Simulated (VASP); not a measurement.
A convergence study with VASP on SnSe$_{2}$ (1T layered): one setting is varied, all else stays as given below, so the limit is that of these other settings.

```
SnSe2
1.0
    1.90500    -3.29956     0.00000
    1.90500     3.29956     0.00000
    0.00000     0.00000     6.14000
Sn Se
1 2
Cartesian
  0.00000   0.00000   0.00000
  1.90500   1.09985   1.53500
  1.90500  -1.09985   4.60500
```

The numbers are results of PBE GGA, VASP's PBE PAW potentials (set 64) (plane waves; VASP 6.6.1), not measurements. The tightest run used: 550 eV cut-off, 16×16×8 Γ-centred mesh, tetrahedra with Blöchl corrections, potentials Sn_d Se.

```
setting     E (eV/atom)  pressure (GPa)  largest force (eV/Å)  irreducible k-points
----------  -----------  --------------  --------------------  --------------------
3×3×2 mesh      -3.7871            6.63                 0.629                     6
4×4×2 mesh      -3.8879            5.70                 0.686                     8
5×5×2 mesh      -3.9116            5.44                 0.715                    10
```

### Question
These are the cheaper rows. Estimate the results at 16×16×8 mesh, and how far the last row shown lies from them.

### Answer

```
quantity              tightest run  last row shown is off by
--------------------  ------------  ------------------------
E (eV/atom)                -3.9194                    0.0078
pressure (GPa)                5.36                      0.08
largest force (eV/Å)         0.734                    -0.019
```

Left out are rungs that failed or repeat a setting and relaxations that didn't move; long series are thinned to 24 rows.

The compound is SnSe2 in the 1T layered structure. The cell was not relaxed at this level, forces remain on its atoms.
